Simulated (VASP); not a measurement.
A convergence study with VASP on TiO$_{2}$ (rutile): one setting is varied, all else stays as given below, so the limit is that of these other settings. ε∞ is the independent-particle value.

```yaml
crystal:
  lattice:
    - [4.59000, 0.00000, 0.00000]
    - [0.00000, 4.59000, 0.00000]
    - [0.00000, 0.00000, 2.96000]
  atoms:
    - { symbol: Ti, position: [0.00000, 0.00000, 0.00000] }
    - { symbol: Ti, position: [0.50000, 0.50000, 0.50000] }
    - { symbol: O, position: [0.30500, 0.30500, 0.00000] }
    - { symbol: O, position: [0.80500, 0.19500, 0.50000] }
    - { symbol: O, position: [0.19500, 0.80500, 0.50000] }
    - { symbol: O, position: [0.69500, 0.69500, 0.00000] }
```

The numbers are results of PBE GGA, VASP's PBE PAW potentials (set 64) (plane waves; VASP), not measurements. The tightest run used: 700 eV cut-off, 4×4×6 Γ-centred mesh, Gaussian smearing of 0.050 eV, potentials Ti_sv O.

Problem. The settings run are NBANDS = 25; NBANDS = 26; NBANDS = 28; NBANDS = 32; NBANDS = 40; NBANDS = 56; NBANDS = 88; NBANDS = 152. From which on does the mean ε∞ stay within 0.3  of the tightest run?

Solution. From NBANDS = 56 on: it is off by 0.08 there and by no more than 0.3 in any finer run, while NBANDS = 40 is off by 0.38.
```tsv
setting	mean ε∞	bands	difference judged ()
NBANDS = 25	2.88	25	5.23
NBANDS = 26	4.00	26	4.12
NBANDS = 28	5.21	28	2.91
NBANDS = 32	6.81	32	1.30
NBANDS = 40	7.74	40	0.38
NBANDS = 56	8.03	56	0.08
NBANDS = 88	8.10	88	0.01
NBANDS = 152	8.11	152	0.00
```

Left out are rungs that failed or repeat a setting and relaxations that didn't move; long series are thinned to 24 rows.

The compound is TiO2 in the rutile structure. The cell was not relaxed at this level, forces remain on its atoms.
